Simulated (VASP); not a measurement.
A convergence study with VASP on SnTe (rock salt): a few settings are varied, all else stays as given below, so the limit is that of these other settings. The cell's lengths are 1 % over those of the tabulated start and one atom is moved, so it is off equilibrium.

```
CELL_PARAMETERS angstrom
      0.00000     3.19160     3.19160
      3.19160     0.00000     3.19160
      3.19160     3.19160     0.00000
ATOMIC_POSITIONS crystal
  Sn 0.00000 0.00000 0.00000
  Te 0.49051 0.50949 0.50949
```

These are PBEsol GGA, VASP's PBE PAW potentials (set 64) (plane waves; VASP 6.6.1) values and carry that method's errors. The last row used: 900 eV cut-off, 6×6×6 Γ-centred mesh, Gaussian smearing of 0.050 eV, potentials Sn_d Te_GW.

Unless said otherwise, spin-orbit coupling is left out, though it shifts the bands of the heavy elements here. Gaps are read on the run's mesh, which can miss a band edge. Energies of different potentials or hybrids have different zeros.

| setting | E (eV/atom) | pressure (GPa) | largest force (eV/Å) | gap on the mesh (eV) | plane waves |
|---|---|---|---|---|---|
| ENCUT = 300, POTCAR Sn_d Te | -4.1615 | -2.07 | 0.054 | 0.147 | 778 |
| ENCUT = 400, POTCAR Sn_d Te | -4.1622 | -1.90 | 0.053 | 0.147 | 1243 |
| ENCUT = 520, POTCAR Sn_d Te | -4.1624 | -1.89 | 0.053 | 0.147 | 1807 |
| ENCUT = 700, POTCAR Sn_d Te | -4.1625 | -1.86 | 0.054 | 0.147 | 2764 |
| ENCUT = 900, POTCAR Sn_d Te | -4.1625 | -1.87 | 0.054 | 0.147 | 4002 |
| ENCUT = 300, POTCAR Sn Te | -4.1589 | -1.92 | 0.051 | 0.149 | 778 |
| ENCUT = 400, POTCAR Sn Te | -4.1589 | -1.92 | 0.051 | 0.149 | 1243 |
| ENCUT = 520, POTCAR Sn Te | -4.1590 | -1.92 | 0.051 | 0.149 | 1807 |
| ENCUT = 700, POTCAR Sn Te | -4.1590 | -1.92 | 0.051 | 0.149 | 2764 |
| ENCUT = 900, POTCAR Sn Te | -4.1590 | -1.92 | 0.051 | 0.149 | 4002 |
| ENCUT = 300, POTCAR Sn_d Te_GW | -4.1646 | -2.13 | 0.054 | 0.147 | 778 |
| ENCUT = 400, POTCAR Sn_d Te_GW | -4.1652 | -1.95 | 0.054 | 0.147 | 1243 |
| ENCUT = 520, POTCAR Sn_d Te_GW | -4.1653 | -1.94 | 0.054 | 0.147 | 1807 |
| ENCUT = 700, POTCAR Sn_d Te_GW | -4.1655 | -1.91 | 0.054 | 0.147 | 2764 |
| ENCUT = 900, POTCAR Sn_d Te_GW | -4.1657 | -1.97 | 0.054 | 0.147 | 4002 |

Left out are rungs that failed or repeat a setting and relaxations that didn't move; long series are thinned to 24 rows.

The compound is SnTe in the rock salt structure, which distorts at low temperature. The cell was not relaxed at this level, it is distorted from the ideal structure.
